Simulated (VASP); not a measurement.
OSZICAR of a VASP run on CrO2 (rutile):

**OSZICAR**
```
       N       E                     dE             d eps       ncg     rms          rms(c)
DAV:   1     0.606887681745E+03    0.60689E+03   -0.26655E+04  6208   0.173E+03
DAV:   2    -0.210223251429E+01   -0.60899E+03   -0.56711E+03  6825   0.513E+02
DAV:   3    -0.647595662736E+02   -0.62657E+02   -0.61159E+02  7040   0.167E+02
DAV:   4    -0.662189737533E+02   -0.14594E+01   -0.14308E+01  7518   0.252E+01
DAV:   5    -0.662532311857E+02   -0.34257E-01   -0.34231E-01  7467   0.379E+00    0.414E+01
DAV:   6    -0.583320807666E+02    0.79212E+01   -0.12972E+02  6979   0.984E+01    0.393E+01
DAV:   7    -0.528956860051E+02    0.54364E+01   -0.87630E+01  7256   0.997E+01    0.187E+01
DAV:   8    -0.508372971642E+02    0.20584E+01   -0.64710E+00  6818   0.227E+01    0.763E+00
DAV:   9    -0.503291624673E+02    0.50813E+00   -0.17732E+00  7868   0.127E+01    0.244E+00
DAV:  10    -0.503518671593E+02   -0.22705E-01   -0.19890E-01  6867   0.369E+00    0.148E+00
DAV:  11    -0.503534972118E+02   -0.16301E-02   -0.32818E-02  7924   0.186E+00    0.664E-01
DAV:  12    -0.503515576245E+02    0.19396E-02   -0.70442E-03  8742   0.769E-01    0.287E-01
DAV:  13    -0.503513438251E+02    0.21380E-03   -0.96036E-04  7550   0.336E-01    0.109E-01
DAV:  14    -0.503513073246E+02    0.36500E-04   -0.30496E-04  7683   0.161E-01    0.530E-02
DAV:  15    -0.503513163409E+02   -0.90162E-05   -0.45925E-05  7782   0.554E-02    0.339E-02
DAV:  16    -0.503513093227E+02    0.70181E-05   -0.15730E-05  8115   0.397E-02    0.119E-02
DAV:  17    -0.503513086267E+02    0.69600E-06   -0.27738E-06  5634   0.160E-02
   1 F= -.51349451E+02 E0= -.51349574E+02  d E =-.513495E+02  mag=     4.0000
       N       E                     dE             d eps       ncg     rms          rms(c)
DAV:   1    -0.503567813554E+02   -0.54720E-02   -0.24669E-01  6200   0.519E+00    0.100E+00
DAV:   2    -0.503508112206E+02    0.59701E-02   -0.44905E-02  6480   0.255E+00    0.768E-01
DAV:   3    -0.503471733365E+02    0.36379E-02   -0.16396E-02  7332   0.138E+00    0.314E-01
DAV:   4    -0.503465805666E+02    0.59277E-03   -0.40809E-03  6279   0.587E-01    0.701E-02
DAV:   5    -0.503465433696E+02    0.37197E-04   -0.22048E-04  7026   0.121E-01    0.346E-02
DAV:   6    -0.503465369056E+02    0.64640E-05   -0.22571E-05  8635   0.355E-02    0.198E-02
DAV:   7    -0.503465364630E+02    0.44255E-06   -0.36835E-06  6767   0.125E-02
   2 F= -.51349329E+02 E0= -.51349447E+02  d E =0.122210E-03  mag=     4.0000
       N       E                     dE             d eps       ncg     rms          rms(c)
DAV:   1    -0.503528025130E+02   -0.62656E-02   -0.79234E-02  6200   0.295E+00    0.568E-01
DAV:   2    -0.503509587418E+02    0.18438E-02   -0.14899E-02  6536   0.148E+00    0.445E-01
DAV:   3    -0.503497026197E+02    0.12561E-02   -0.52970E-03  7348   0.787E-01    0.175E-01
DAV:   4    -0.503495188389E+02    0.18378E-03   -0.12906E-03  6293   0.322E-01    0.405E-02
DAV:   5    -0.503495045642E+02    0.14275E-04   -0.75381E-05  6928   0.678E-02    0.193E-02
DAV:   6    -0.503495013208E+02    0.32433E-05   -0.59683E-06  7521   0.186E-02    0.111E-02
DAV:   7    -0.503495011062E+02    0.21464E-06   -0.96711E-07  3346   0.715E-03
   3 F= -.51349662E+02 E0= -.51349783E+02  d E =-.211650E-03  mag=     4.0000
```

**Question.** Which electronic solver shows in the log?

**Answer.** It is blocked Davidson (ALGO = Normal, or the opening steps of other solvers). The INCAR had ALGO = Normal.

**Question.** How was spin treated?

**Answer.** Collinear spin (ISPIN = 2): the summary line carries one mag value, 4.00 μB in the cell.

**Question.** Can the final energy be trusted as converged?

**Answer.** The run converged. It stopped with EDIFF = 1E-6, NELM = 100, NSW = 60 and EDIFFG = -0.02 after 3 ionic steps (PBE GGA with D3 dispersion (zero damping), plane waves, VASP's PBE PAW potentials (set 64)). The moments were started parallel, and other spin orders were not tried in this run.

The compound is CrO2 in the rutile structure. This run relaxes it. Symmetry was kept, so distortions that lower it aren't found. The start is the result of an earlier pass.
